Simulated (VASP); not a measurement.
A convergence study with VASP on ZnSe (zinc blende): one setting is varied, all else stays as given below, so the limit is that of these other settings. Each run relaxes cell and ions from the cell shown. The basis is that of the starting cell, so low cut-offs carry a Pulay error.

```yaml
crystal:
  lattice:
    - [0.00000, 2.83500, 2.83500]
    - [2.83500, 0.00000, 2.83500]
    - [2.83500, 2.83500, 0.00000]
  atoms:
    - { symbol: Zn, position: [0.00000, 0.00000, 0.00000] }
    - { symbol: Se, position: [0.25000, 0.25000, 0.25000] }
```

Calculation: LDA (Ceperley-Alder, Perdew-Zunger), VASP's LDA PAW potentials (set 64) (plane waves; VASP 6.6.1). The tightest run used: 700 eV cut-off, 7×7×7 Γ-centred mesh, Gaussian smearing of 0.050 eV, potentials Zn Se.

Gaps are read on the run's mesh, which can miss a band edge.

The settings run are ENCUT = 200; ENCUT = 250; ENCUT = 300; ENCUT = 350; ENCUT = 400; ENCUT = 450; ENCUT = 500; ENCUT = 550; ENCUT = 600; ENCUT = 650; ENCUT = 700. From which on does the relaxed volume stay within 0.05 Å³/atom of the tightest run?

From ENCUT = 450 on: it is off by 0.013 there and by no more than 0.05 in any finer run, while ENCUT = 400 is off by 0.060.
```
setting      relaxed volume (Å³/atom)  E (eV/atom)  gap on the mesh (eV)  plane waves  difference judged (Å³/atom)
-----------  ------------------------  -----------  --------------------  -----------  ---------------------------
ENCUT = 200                    19.020      -3.8556                 1.862          302                        2.662
ENCUT = 250                    21.206      -3.6969                 1.359          418                        0.476
ENCUT = 300                    21.666      -3.6852                 1.266          548                        0.016
ENCUT = 350                    21.600      -3.6865                 1.281          688                        0.082
ENCUT = 400                    21.622      -3.6863                 1.279          869                        0.060
ENCUT = 450                    21.669      -3.6855                 1.270          998                        0.013
ENCUT = 500                    21.684      -3.6852                 1.267         1173                        0.002
ENCUT = 550                    21.677      -3.6853                 1.269         1363                        0.005
ENCUT = 600                    21.674      -3.6854                 1.269         1536                        0.008
ENCUT = 650                    21.678      -3.6853                 1.269         1735                        0.004
ENCUT = 700                    21.682      -3.6853                 1.268         1940                        0.000
```

Left out are rungs that failed or repeat a setting and relaxations that didn't move; long series are thinned to 24 rows.

The compound is ZnSe in the zinc blende structure.
